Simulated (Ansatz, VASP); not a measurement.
# Cross-check of CsSnH3 between VASP and Ansatz

Aim: how closely do two programs agree when they are given the same cell, functional and k mesh? The cell is generated by rule, not measured, and may not be a known phase. The cell is taken from a series of runs on this material, whose earlier steps may have relaxed, scaled, displaced or heated it; both programs get it as it stands.

Program: Ansatz 0.2.0. Level of theory: plane waves, with VASP 6.6.1 beside it; zone-centre phonons at PBEsol. Results are calculated unless marked as measured.

The structure was built from a prototype and need not be the compound's stable phase.

## (1) The structure

It takes space group Pm-3m (No. 221, cubic). The conventional cell has a = 4.404 Å, b = 4.404 Å, c = 4.404 Å, α = 90.00°, β = 90.00°, γ = 90.00°. Nearest to Cs lie 12 H at 3.11 Å. Nearest to Sn lie 6 H at 2.20 Å. Nearest to H lie 2 Sn at 2.20 Å and 4 Cs at 3.11 Å and 8 H at 3.11 Å. Farther neighbours are not listed.

## (2) VASP: zone-centre phonons, PBEsol

Second derivatives magnify differences that forces hide, and they need a tight electronic threshold.

Lines of VASP's logs that name or quote its potential files are left out, and so is its time.

Input file INCAR:

```
SYSTEM = CsSnH3
PREC = Accurate
ENCUT = 500
EDIFF = 1E-08
NELM = 120
ISMEAR = 1
SIGMA = 0.2
LREAL = .FALSE.
ALGO = Normal
GGA = PS
NBANDS = 19
LORBIT = 11
LWAVE = .FALSE.
LCHARG = .FALSE.
ISIF = 2
IBRION = 8
LASPH = .TRUE.
GGA_COMPAT = .FALSE.
KPAR = 2
```

Input file POSCAR:

```
CsSnH3
1.0
    4.4041233197      0.0000000000      0.0000000000
    0.0000000000      4.4041233197      0.0000000000
    0.0000000000      0.0000000000      4.4041233197
Cs Sn H
1 1 3
Direct
    0.0000000000      0.0000000000      0.0000000000
    0.5000000000      0.5000000000      0.5000000000
    0.5000000000      0.5000000000      0.0000000000
    0.5000000000      0.0000000000      0.5000000000
    0.0000000000      0.5000000000      0.5000000000
```

Input file KPOINTS:

```
Automatic mesh
0
Gamma
8 8 8
0 0 0
```

The projector-augmented-wave data sets are Cs_sv, Sn_d and H (PBE family, release 64).

On the command line:

```bash
$ mpirun -np 2 vasp_std
```

Numbers of over 12 decimals in the logs are rounded to 6 here.

Log:

```text
[banner, memory and clock lines left out]
running    2 mpi-ranks, on    1 nodes
 distrk:  each k-point on    1 cores,    2 groups
 distr:  one band on    1 cores,    1 groups

 POSCAR found type information on POSCAR CsSnH
 POSCAR found :  3 types and       5 ions
|                                                                             |
|               ----> ADVICE to this user running VASP <----                  |
|                                                                             |
|     You enforced a specific xc type in the INCAR file but a different       |
|     [... a line on the potential file left out ...]
|     I HOPE YOU KNOW WHAT YOU ARE DOING!                                     |
|                                                                             |

 LDA part: xc-table for (Slater+PW92), standard interpolation
 POSCAR, INCAR and KPOINTS ok, starting setup
 FFT: planning ... GRIDC
 FFT: planning ... GRID_SOFT
 FFT: planning ... GRID
 WAVECAR not read
 entering main loop
       N       E                     dE             d eps       ncg     rms          rms(c)
DAV:   1     0.187796375799E+03    0.18780E+03   -0.12506E+04  1339   0.152E+03
DAV:   2     0.692273486979E+01   -0.18087E+03   -0.17422E+03  1397   0.359E+02
DAV:   3    -0.148278339337E+02   -0.21751E+02   -0.21133E+02  1559   0.112E+02
DAV:   4    -0.156353135391E+02   -0.80748E+00   -0.80561E+00  1688   0.227E+01
DAV:   5    -0.156494370709E+02   -0.14124E-01   -0.14120E-01  1564   0.320E+00    0.426E+00
DAV:   6    -0.150208965322E+02    0.62854E+00   -0.61909E-01  1776   0.561E+00    0.201E+00
DAV:   7    -0.148697333546E+02    0.15116E+00   -0.65735E-01  1646   0.433E+00    0.540E-01
DAV:   8    -0.148757630168E+02   -0.60297E-02   -0.10087E-01  1506   0.243E+00    0.217E-01
DAV:   9    -0.148738747844E+02    0.18882E-02   -0.12597E-02  1795   0.108E+00    0.113E-01
DAV:  10    -0.148736216695E+02    0.25311E-03   -0.16313E-03  1714   0.275E-01    0.196E-02
DAV:  11    -0.148736385302E+02   -0.16861E-04   -0.11920E-04  1532   0.683E-02    0.161E-02
DAV:  12    -0.148736312968E+02    0.72334E-05   -0.59037E-05  1739   0.396E-02    0.780E-03
DAV:  13    -0.148736296809E+02    0.16159E-05   -0.10555E-05  1609   0.172E-02    0.879E-04
DAV:  14    -0.148736297263E+02   -0.45479E-07   -0.40308E-07  1482   0.398E-03    0.646E-04
DAV:  15    -0.148736297448E+02   -0.18498E-07   -0.48947E-08  1724   0.144E-03    0.224E-04
DAV:  16    -0.148736297695E+02   -0.24704E-07   -0.12209E-08   934   0.590E-04    0.786E-05
DAV:  17    -0.148736297705E+02   -0.94224E-09   -0.20087E-09   830   0.377E-04
   1 F= -.14873630E+02 E0= -.14873977E+02  d E =0.104269E-02
 Linear response reoptimize wavefunctions to high precision
DAV:   1    -0.148736297708E+02   -0.32696E-09   -0.21718E-10   824   0.160E-04
DAV:   2    -0.148736297708E+02   -0.29104E-10   -0.58887E-11   806   0.757E-05
 Linear response DOF=           4
 Linear response progress:
  Degree of freedom:   1/  4
       N       E                     dE             d eps       ncg     rms          rms(c)
RMM:   1    -0.185916281101E+00   -0.18592E+00    0.13408E-01  5227   0.150E+00
RMM:   2    -0.186696440738E+00   -0.78016E-03   -0.37961E-03  5255   0.336E-01    0.197E-02
RMM:   3    -0.186799172362E+00   -0.10273E-03   -0.12206E-04  5448   0.717E-02    0.889E-03
RMM:   4    -0.186766900209E+00    0.32272E-04   -0.29934E-05  5694   0.289E-02    0.412E-03
RMM:   5    -0.186744628164E+00    0.22272E-04   -0.84033E-07  5568   0.654E-03    0.169E-03
RMM:   6    -0.186724413788E+00    0.20214E-04   -0.13195E-07  5592   0.242E-03    0.277E-04
RMM:   7    -0.186719886391E+00    0.45274E-05   -0.15882E-08  5614   0.732E-04    0.865E-05
RMM:   8    -0.186717864422E+00    0.20220E-05    0.18508E-09  5693   0.247E-04    0.299E-05
RMM:   9    -0.186717920416E+00   -0.55994E-07    0.18796E-08  5922   0.105E-04    0.162E-05
RMM:  10    -0.186717953852E+00   -0.33436E-07   -0.27900E-10  5523   0.692E-05    0.344E-06
RMM:  11    -0.186717961575E+00   -0.77235E-08   -0.57790E-09  5819   0.473E-05    0.181E-06
 first order change of Fermi-energy  -0.68814E-04
 force on displaced ion       1 direction 1 :  -1.638  -0.000   0.000
 Linear response progress:
  Degree of freedom:   2/  4
       N       E                     dE             d eps       ncg     rms          rms(c)
RMM:   1    -0.217632661329E+00   -0.21763E+00    0.37936E-01  3530   0.888E+00
RMM:   2    -0.223085149815E+00   -0.54525E-02   -0.12527E-02  4872   0.769E-01    0.800E-02
RMM:   3    -0.222852177982E+00    0.23297E-03   -0.93208E-04  5304   0.213E-01    0.448E-02
RMM:   4    -0.222532141055E+00    0.32004E-03   -0.11283E-04  5452   0.745E-02    0.738E-03
RMM:   5    -0.222533176954E+00   -0.10359E-05   -0.93011E-06  5671   0.218E-02    0.407E-03
RMM:   6    -0.222539303381E+00   -0.61264E-05   -0.15464E-06  5439   0.741E-03    0.764E-04
RMM:   7    -0.222536744337E+00    0.25590E-05   -0.17573E-07  5779   0.272E-03    0.415E-04
RMM:   8    -0.222532001528E+00    0.47428E-05   -0.20399E-07  5419   0.119E-03    0.544E-05
RMM:   9    -0.222533038879E+00   -0.10374E-05    0.77216E-07  5671   0.566E-04    0.517E-05
RMM:  10    -0.222532803140E+00    0.23574E-06    0.13140E-06  5671   0.298E-04    0.114E-05
RMM:  11    -0.222532730913E+00    0.72227E-07    0.10120E-06  6030   0.172E-04    0.106E-05
RMM:  12    -0.222532572412E+00    0.15850E-06    0.63415E-07  5617   0.117E-04    0.294E-06
RMM:  13    -0.222532597770E+00   -0.25358E-07    0.36661E-07  6047   0.814E-05    0.353E-06
RMM:  14    -0.222532566214E+00    0.31556E-07    0.22744E-07  5790   0.628E-05    0.234E-06
RMM:  15    -0.222532541730E+00    0.24483E-07    0.13349E-07  5440   0.527E-05    0.792E-07
RMM:  16    -0.222532542305E+00   -0.57498E-09    0.77582E-08  4576   0.467E-05    0.101E-06
 first order change of Fermi-energy   0.57668E-04
 force on displaced ion       2 direction 1 :   0.028   0.000  -0.000
 Linear response progress:
  Degree of freedom:   3/  4
       N       E                     dE             d eps       ncg     rms          rms(c)
RMM:   1    -0.151816646610E-01   -0.15182E-01   -0.88531E-03  8564   0.348E-01
RMM:   2    -0.148465263080E-01    0.33514E-03   -0.28165E-04  8535   0.657E-02    0.524E-02
RMM:   3    -0.150896181608E-01   -0.24309E-03   -0.50099E-05  8872   0.291E-02    0.301E-02
RMM:   4    -0.155263835496E-01   -0.43677E-03   -0.53416E-05  8698   0.277E-02    0.328E-03
RMM:   5    -0.155669522591E-01   -0.40569E-04   -0.15465E-06  9208   0.720E-03    0.833E-04
RMM:   6    -0.155624292553E-01    0.45230E-05   -0.46530E-08  9625   0.148E-03    0.495E-04
RMM:   7    -0.155634909890E-01   -0.10617E-05   -0.70324E-09  8934   0.555E-04    0.362E-05
RMM:   8    -0.155632928028E-01    0.19819E-06   -0.12467E-09  9804   0.109E-04    0.224E-05
RMM:   9    -0.155633016084E-01   -0.88057E-08   -0.29879E-09  9201   0.465E-05    0.488E-06
 first order change of Fermi-energy  -0.12119E-03
 force on displaced ion       3 direction 1 :  -1.417   0.000   0.000
 Linear response progress:
  Degree of freedom:   4/  4
       N       E                     dE             d eps       ncg     rms          rms(c)
RMM:   1    -0.166991045781E-01   -0.16699E-01   -0.38553E-03  5231   0.531E-01
RMM:   2    -0.168562317656E-01   -0.15713E-03   -0.11604E-03  5183   0.123E-01    0.111E-01
RMM:   3    -0.173020929589E-01   -0.44586E-03   -0.61746E-05  5316   0.413E-02    0.651E-02
RMM:   4    -0.183600430581E-01   -0.10580E-02   -0.82027E-05  5025   0.484E-02    0.756E-03
RMM:   5    -0.183777006449E-01   -0.17658E-04   -0.14787E-06  5448   0.880E-03    0.211E-03
RMM:   6    -0.183814163979E-01   -0.37158E-05   -0.10054E-07  5528   0.207E-03    0.166E-04
RMM:   7    -0.183806130587E-01    0.80334E-06   -0.51695E-09  5716   0.500E-04    0.649E-05
RMM:   8    -0.183807303550E-01   -0.11730E-06   -0.88092E-09  5334   0.169E-04    0.296E-05
RMM:   9    -0.183807432646E-01   -0.12910E-07   -0.25238E-08  5755   0.545E-05    0.564E-06
RMM:  10    -0.183807155941E-01    0.27670E-07    0.18483E-09  5914   0.209E-05    0.319E-06
RMM:  11    -0.183807177286E-01   -0.21345E-08   -0.57588E-09  5481   0.130E-05    0.124E-06
 first order change of Fermi-energy  -0.55541E-04
 force on displaced ion       3 direction 3 :   0.000  -0.000   6.712
 Linear response finished
```

From OUTCAR (step 2):

```text
ion  position               nearest neighbor table
   1  0.000  0.000  0.000-
   2  0.500  0.500  0.500-   3 2.20   4 2.20   5 2.20   3 2.20   4 2.20   5 2.20
   3  0.500  0.500  0.000-   2 2.20   2 2.20
   4  0.500  0.000  0.500-   2 2.20   2 2.20
   5  0.000  0.500  0.500-   2 2.20   2 2.20

  LATTYP: Found a simple cubic cell.
 ALAT       =     4.4041233197

 Subroutine GETGRP returns: Found 48 space group operations
 (whereof 48 operations were pure point group operations)

The static configuration has the point symmetry O_h .

 Found     35 irreducible k-points:

   k-points           NKPTS =     35   k-points in BZ     NKDIM =     35   number of bands    NBANDS=     19

   dimension x,y,z NGX =    32 NGY =   32 NGZ =   32
   dimension x,y,z NGXF=    64 NGYF=   64 NGZF=   64

   ENCUT  =  500.0 eV  36.75 Ry    6.06 a.u.   8.03  8.03  8.03*2*pi/ulx,y,z

   NELECT =      26.0000    total number of electrons

 k-points in reciprocal lattice and weights: Automatic mesh
   0.00000000  0.00000000  0.00000000       0.002
   0.12500000  0.00000000  0.00000000       0.012
   0.25000000  0.00000000  0.00000000       0.012
   0.37500000  0.00000000  0.00000000       0.012
   0.50000000  0.00000000  0.00000000       0.006
   0.12500000  0.12500000  0.00000000       0.023
   0.25000000  0.12500000  0.00000000       0.047
   0.37500000  0.12500000  0.00000000       0.047
   0.50000000  0.12500000  0.00000000       0.023
[...]
0.50000000  0.50000000  0.37500000       0.012
   0.50000000  0.50000000  0.50000000       0.002

 average (electrostatic) potential at core
       1 -47.7375       2-102.8145       3 -31.8657       4 -31.8657       5 -31.8657

  Total        0.0125872      0.0125872      0.0125872      0.0000000     -0.0000000      0.0000000
  in kB        0.2360809      0.2360809      0.2360809      0.0000000     -0.0000000      0.0000000
  external PRESSURE =       0.2360809 kB  Pullay stress =       0.0000000 kB

  energy-cutoff  :      500.00
  volume of cell :       85.42
      direct lattice vectors                 reciprocal lattice vectors
     4.404123320  0.000000000  0.000000000     0.227059945  0.000000000  0.000000000
[...]
POSITION                                       TOTAL-FORCE (eV/Angst)
 -----------------------------------------------------------------------------------
      0.00000      0.00000      0.00000         0.000000      0.000000      0.000000
      2.20206      2.20206      2.20206         0.000000      0.000000      0.000000
      2.20206      2.20206      0.00000         0.000000      0.000000      0.000000
      2.20206      0.00000      2.20206         0.000000      0.000000      0.000000
      0.00000      2.20206      2.20206         0.000000      0.000000      0.000000
 -----------------------------------------------------------------------------------
    total drift:                                0.000000      0.000000     -0.000000

 Eigenvectors and eigenvalues of the dynamical matrix
 ----------------------------------------------------

   1 f  =   18.906005 THz   118.789934 2PiTHz  630.636450 cm-1    78.188919 meV
             X         Y         Z           dx          dy          dz
      0.000000  0.000000  0.000000    -0.000315    0.000949   -0.029866
      2.202062  2.202062  2.202062    -0.001067    0.003211   -0.101080
      2.202062  2.202062  0.000000     0.007407   -0.022302    0.046904
      2.202062  0.000000  2.202062     0.007407   -0.001490    0.701987
      0.000000  2.202062  2.202062     0.000495   -0.022302    0.701987

   2 f  =   18.906005 THz   118.789934 2PiTHz  630.636450 cm-1    78.188919 meV
             X         Y         Z           dx          dy          dz
      0.000000  0.000000  0.000000     0.029078    0.006888   -0.000088
      2.202062  2.202062  2.202062     0.098413    0.023311   -0.000298
      2.202062  2.202062  0.000000    -0.683465   -0.161891    0.000138
      2.202062  0.000000  2.202062    -0.683465   -0.010817    0.002068
      0.000000  2.202062  2.202062    -0.045666   -0.161891    0.002068

   3 f  =   18.906005 THz   118.789934 2PiTHz  630.636450 cm-1    78.188919 meV
             X         Y         Z           dx          dy          dz
      0.000000  0.000000  0.000000     0.006881   -0.029063   -0.000996
      2.202062  2.202062  2.202062     0.023288   -0.098361   -0.003371
      2.202062  2.202062  0.000000    -0.161735    0.683105    0.001564
      2.202062  0.000000  2.202062    -0.161735    0.045642    0.023409
      0.000000  2.202062  2.202062    -0.010806    0.683105    0.023409

   4 f  =   18.564880 THz   116.646583 2PiTHz  619.257748 cm-1    76.778141 meV
             X         Y         Z           dx          dy          dz
      0.000000  0.000000  0.000000     0.000000    0.000000    0.000000
      2.202062  2.202062  2.202062     0.000000    0.000000    0.000000
      2.202062  2.202062  0.000000     0.704106   -0.065072    0.000000
      2.202062  0.000000  2.202062    -0.704106   -0.000000    0.000155
      0.000000  2.202062  2.202062    -0.000000    0.065072   -0.000155

   5 f  =   18.564880 THz   116.646583 2PiTHz  619.257748 cm-1    76.778141 meV
             X         Y         Z           dx          dy          dz
      0.000000  0.000000  0.000000     0.000000   -0.000000    0.000000
      2.202062  2.202062  2.202062     0.000000   -0.000000    0.000000
      2.202062  2.202062  0.000000     0.008707    0.095890   -0.000000
      2.202062  0.000000  2.202062    -0.008707    0.000000    0.700521
      0.000000  2.202062  2.202062    -0.000000   -0.095890   -0.700521

   6 f  =   18.564880 THz   116.646583 2PiTHz  619.257748 cm-1    76.778141 meV
             X         Y         Z           dx          dy          dz
      0.000000  0.000000  0.000000     0.000000    0.000000   -0.000000
      2.202062  2.202062  2.202062     0.000000    0.000000   -0.000000
      2.202062  2.202062  0.000000     0.064487    0.697546    0.000000
      2.202062  0.000000  2.202062    -0.064487   -0.000000   -0.096285
      0.000000  2.202062  2.202062    -0.000000   -0.697546    0.096285

   7 f  =    2.592844 THz    16.291316 2PiTHz   86.487950 cm-1    10.723134 meV
             X         Y         Z           dx          dy          dz
      0.000000  0.000000  0.000000     0.448062    0.261456    0.453924
      2.202062  2.202062  2.202062    -0.469064   -0.273711   -0.475200
      2.202062  2.202062  0.000000    -0.023401   -0.013655   -0.025405
      2.202062  0.000000  2.202062    -0.023401   -0.014633   -0.023707
      0.000000  2.202062  2.202062    -0.025077   -0.013655   -0.023707

   8 f  =    2.592844 THz    16.291316 2PiTHz   86.487950 cm-1    10.723134 meV
             X         Y         Z           dx          dy          dz
      0.000000  0.000000  0.000000    -0.393671   -0.226000    0.518761
      2.202062  2.202062  2.202062     0.412123    0.236593   -0.543076
      2.202062  2.202062  0.000000     0.020561    0.011803   -0.029033
      2.202062  0.000000  2.202062     0.020561    0.012648   -0.027094
      0.000000  2.202062  2.202062     0.022033    0.011803   -0.027094

   9 f  =    2.592844 THz    16.291316 2PiTHz   86.487950 cm-1    10.723134 meV
             X         Y         Z           dx          dy          dz
      0.000000  0.000000  0.000000    -0.345585    0.596432   -0.002417
      2.202062  2.202062  2.202062     0.361784   -0.624388    0.002530
      2.202062  2.202062  0.000000     0.018049   -0.031150    0.000135
      2.202062  0.000000  2.202062     0.018049   -0.033380    0.000126
      0.000000  2.202062  2.202062     0.019341   -0.031150    0.000126

  10 f/i=    0.007185 THz     0.045143 2PiTHz    0.239657 cm-1     0.029714 meV
             X         Y         Z           dx          dy          dz
      0.000000  0.000000  0.000000     0.075771    0.719651   -0.000144
      2.202062  2.202062  2.202062     0.071376    0.677909   -0.000136
      2.202062  2.202062  0.000000     0.006531    0.062034   -0.000012
      2.202062  0.000000  2.202062     0.006531    0.062306   -0.000012
      0.000000  2.202062  2.202062     0.006560    0.062034   -0.000012

  11 f/i=    0.007185 THz     0.045143 2PiTHz    0.239657 cm-1     0.029714 meV
             X         Y         Z           dx          dy          dz
      0.000000  0.000000  0.000000     0.714390   -0.075200    0.087354
      2.202062  2.202062  2.202062     0.672953   -0.070838    0.082287
      2.202062  2.202062  0.000000     0.061580   -0.006482    0.007563
      2.202062  0.000000  2.202062     0.061580   -0.006511    0.007530
      0.000000  2.202062  2.202062     0.061850   -0.006482    0.007530

  12 f/i=    0.007185 THz     0.045143 2PiTHz    0.239657 cm-1     0.029714 meV
             X         Y         Z           dx          dy          dz
      0.000000  0.000000  0.000000     0.086859   -0.009289   -0.718337
      2.202062  2.202062  2.202062     0.081820   -0.008750   -0.676671
      2.202062  2.202062  0.000000     0.007487   -0.000801   -0.062192
      2.202062  0.000000  2.202062     0.007487   -0.000804   -0.061920
      0.000000  2.202062  2.202062     0.007520   -0.000801   -0.061920

  13 f/i=   40.665712 THz   255.510202 2PiTHz 1356.462131 cm-1   168.179794 meV
             X         Y         Z           dx          dy          dz
      0.000000  0.000000  0.000000    -0.003348   -0.017081   -0.000000
      2.202062  2.202062  2.202062    -0.012704   -0.064818    0.000000
      2.202062  2.202062  0.000000    -0.007387   -0.037689    0.000000
      2.202062  0.000000  2.202062    -0.007387    0.977587   -0.000000
      0.000000  2.202062  2.202062     0.191594   -0.037689   -0.000000

  14 f/i=   40.665712 THz   255.510202 2PiTHz 1356.462131 cm-1   168.179794 meV
             X         Y         Z           dx          dy          dz
      0.000000  0.000000  0.000000     0.017081   -0.003348    0.000000
      2.202062  2.202062  2.202062     0.064818   -0.012704    0.000000
      2.202062  2.202062  0.000000     0.037689   -0.007387   -0.000000
      2.202062  0.000000  2.202062     0.037689    0.191594   -0.000000
      0.000000  2.202062  2.202062    -0.977587   -0.007387    0.000000

  15 f/i=   40.665712 THz   255.510202 2PiTHz 1356.462131 cm-1   168.179794 meV
             X         Y         Z           dx          dy          dz
      0.000000  0.000000  0.000000     0.000000   -0.000000   -0.017406
      2.202062  2.202062  2.202062     0.000000   -0.000000   -0.066052
      2.202062  2.202062  0.000000     0.000000   -0.000000    0.996185
      2.202062  0.000000  2.202062     0.000000    0.000000   -0.038406
      0.000000  2.202062  2.202062    -0.000000   -0.000000   -0.038406

 ELASTIC MODULI CONTR FROM IONIC RELAXATION (kBar)
 Direction    XX          YY          ZZ          XY          YZ          ZX
 --------------------------------------------------------------------------------
 XX           0.0000      0.0000      0.0000      0.0000      0.0000      0.0000
 YY           0.0000      0.0000      0.0000      0.0000      0.0000      0.0000
 ZZ           0.0000      0.0000      0.0000      0.0000      0.0000      0.0000
 XY           0.0000      0.0000      0.0000      0.0000      0.0000      0.0000
 YZ           0.0000      0.0000      0.0000      0.0000      0.0000      0.0000
 ZX           0.0000      0.0000      0.0000      0.0000      0.0000      0.0000
 --------------------------------------------------------------------------------
```

[end of part 1 of 2]

[Lines on the potential files, build, host, timing and source positions are cut from VASP's logs without a mark.]

[Logs are printed without paths, hosts, clocks, repeated set-up lines and the standing remarks that a program may print on its own settings, such as how far it seeks lower states.]

[Hosts, paths, dates, database ids (printed as entryN), source tags and the programs' standing remarks are cut or masked in the printed files.]
